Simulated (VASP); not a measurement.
These are HSE06 screened hybrid, VASP's PBE PAW potentials (set 64) (plane waves; VASP 6.6.1) values and carry that method's errors.

A VASP calculation is set up with these files.

**INCAR**
```
! general
SYSTEM   = C35Si36
PREC     = Normal
ENCUT    = 400
LREAL    = Auto
LASPH    = .True.
ISYM     = 0

! electronic loop
EDIFF    = 1E-5
NELM     = 50
NELMIN   = 4
ALGO     = Normal

! smearing
ISMEAR   = 0
SIGMA    = 0.05

! functional
GGA      = PE
LHFCALC  = .True.
AEXX     = 0.25
HFSCREEN = 0.2
PRECFOCK = Fast

! ions
ISIF     = 0

! output
LWAVE    = .False.
LCHARG   = .False.
```

### POSCAR
```
C35Si36
1
    4.6409808260    -8.0384148411     0.0000000000
    4.6409808260     8.0384148411     0.0000000000
    0.0000000000     0.0000000000    10.1276834096
Si C
36 35
Direct
  0.9990916772   0.0001468196   0.0002670145
  0.9985603697   0.9998324337   0.4996552023
  0.2233527378   0.1126768929   0.7524618029
  0.1074741869   0.2200693881   0.2487917948
  0.9991139513   0.3317085713   0.0004550793
  0.9986618726   0.3310007002   0.4996997765
  0.2233193017   0.4432360996   0.7526381760
  0.1107857909   0.5552881794   0.2505936985
  0.9998242450   0.6663388777   0.0007542421
  0.9993747394   0.6659729339   0.4999611783
  0.2218257182   0.7772742334   0.7514995851
  0.1107833078   0.8882674122   0.2505909208
  0.3329951933   0.9995885728   0.0007238476
  0.3329010793   0.9996037565   0.4999306206
  0.5558111742   0.1124141284   0.7528424155
  0.4434981332   0.2208037826   0.2493375320
  0.3329004576   0.3328409062   0.0018535799
  0.3351831560   0.3341843298   0.4932192153
  0.5557153053   0.4439012833   0.7550516101
  0.4434096394   0.5554756618   0.2491811839
  0.3329718756   0.6663704290   0.0006736086
  0.3327268066   0.6660630816   0.4999969850
  0.5557330945   0.7756658693   0.7527674602
  0.4438079477   0.8883358735   0.2505677358
  0.6675675843   0.0001542797   0.0004955298
  0.6675600733   0.9998270691   0.4997719261
  0.8884968114   0.1104162813   0.7522040788
  0.7787576587   0.2201623385   0.2491676071
  0.6665431961   0.3327885166   0.0022282894
  0.6649434897   0.3338228487   0.4941605849
  0.8866417007   0.4431921723   0.7528173610
  0.7782129188   0.5554520612   0.2494159204
  0.6664289043   0.6663650040   0.0021232056
  0.6640538478   0.6625033726   0.4937847953
  0.8863731149   0.7756554664   0.7525712088
  0.7787279535   0.8911771718   0.2489691156
  0.9998670531   0.9991715723   0.8121440373
  0.9996265715   0.9992022701   0.3133474472
  0.2263747913   0.1140964397   0.5624938201
  0.1090605920   0.2209032239   0.0622802004
  0.9999194522   0.3330484551   0.8123652650
  0.9997162821   0.3331296524   0.3134136988
  0.2261292202   0.4450398406   0.5626725060
  0.1105417013   0.5546052184   0.0619132496
  0.9995400101   0.6660568194   0.8132020587
  0.9996783147   0.6662102964   0.3129581221
  0.2216773127   0.7773270443   0.5617128748
  0.1105747060   0.8888110562   0.0618962943
  0.3330522071   0.9996306000   0.8131741811
  0.3328476599   0.9994250586   0.3129503117
  0.5538246535   0.1137426945   0.5628130434
  0.4438887329   0.2213139885   0.0619854792
  0.3308751526   0.3316998513   0.8174063826
  0.3312370959   0.3320552690   0.3092036181
  0.4437803956   0.5554099348   0.0618552431
  0.3329647326   0.6660752929   0.8131415745
  0.3328113187   0.6662678711   0.3129258675
  0.5536260607   0.7723157606   0.5627959680
  0.4446791128   0.8888393360   0.0618717123
  0.6659355582   0.9991362693   0.8123508217
  0.6658500511   0.9992178554   0.3134798733
  0.8882791668   0.1102704808   0.5624232667
  0.7783891820   0.2209041253   0.0626316699
  0.6677090766   0.3314207825   0.8179083067
  0.6667733995   0.3321345626   0.3098870791
  0.8851668757   0.4450040090   0.5627791256
  0.7780556530   0.5553791381   0.0620479902
  0.6675035753   0.6684203426   0.8177660467
  0.6666529529   0.6672760830   0.3094850957
  0.8846104083   0.7721351775   0.5626116797
  0.7783609562   0.8901578288   0.0624502004
```

KPOINTS:
```
Automatic mesh
0
Gamma
1 1 1
0 0 0
```

POTCAR, in this order: Si C (PBE.64 set). Program: vasp_gam. Read from the step before: WAVECAR.

What VASP printed:

OSZICAR:
```
       N       E                     dE             d eps       ncg     rms          rms(c)
DAV:   1    -0.606188641915E+03   -0.60619E+03   -0.11105E+01   356   0.788E+00    0.156E+01
DAV:   2    -0.606264306909E+03   -0.75665E-01   -0.30619E-01   382   0.120E+00    0.112E+01
DAV:   3    -0.606245132032E+03    0.19175E-01   -0.16378E-02   416   0.295E-01    0.665E+00
DAV:   4    -0.606238382169E+03    0.67499E-02   -0.54786E-03   392   0.158E-01    0.382E+00
DAV:   5    -0.606236318848E+03    0.20633E-02   -0.12263E-03   398   0.725E-02    0.218E+00
DAV:   6    -0.606235614811E+03    0.70404E-03   -0.26299E-04   390   0.368E-02    0.125E+00
DAV:   7    -0.606235383632E+03    0.23118E-03   -0.10243E-04   390   0.239E-02    0.712E-01
DAV:   8    -0.606235312850E+03    0.70782E-04   -0.26318E-05   238   0.131E-02    0.412E-01
DAV:   9    -0.606235291866E+03    0.20984E-04   -0.11650E-05   214   0.958E-03    0.233E-01
DAV:  10    -0.606235286769E+03    0.50972E-05   -0.37752E-06   216   0.547E-03
   1 F= -.60623529E+03 E0= -.60623529E+03  d E =-.882366E-17
```

File OUTCAR:
```
------------------------ aborting loop because EDIFF is reached ----------------------------------------
  volume of cell :      755.65
      direct lattice vectors                 reciprocal lattice vectors
     4.640980826 -8.038414841  0.000000000     0.107735847 -0.062201318  0.000000000
     4.640980826  8.038414841  0.000000000     0.107735847  0.062201318  0.000000000
     0.000000000  0.000000000 10.127683410     0.000000000  0.000000000  0.098739263
  FREE ENERGIE OF THE ION-ELECTRON SYSTEM (eV)
  ---------------------------------------------------
  free  energy   TOTEN  =      -606.2352867692 eV

  energy  without entropy=     -606.2352867692  energy(sigma->0) =     -606.23528677

  exchange ACFDT corr.  =         0.00000000  see jH, gK, PRB 81, 115126
```
(Selected blocks of OUTCAR.)

The supercell is sampled at Γ alone, which is coarse: total energies, pressure and levels can be off, energies of defects by several tenths of an eV.

The cell is a supercell with a defect, built from SiC (4h): vac_C. The cell's shape comes from a PBE relaxation. The run is not spin-polarised, so no state with unpaired spins was tried.
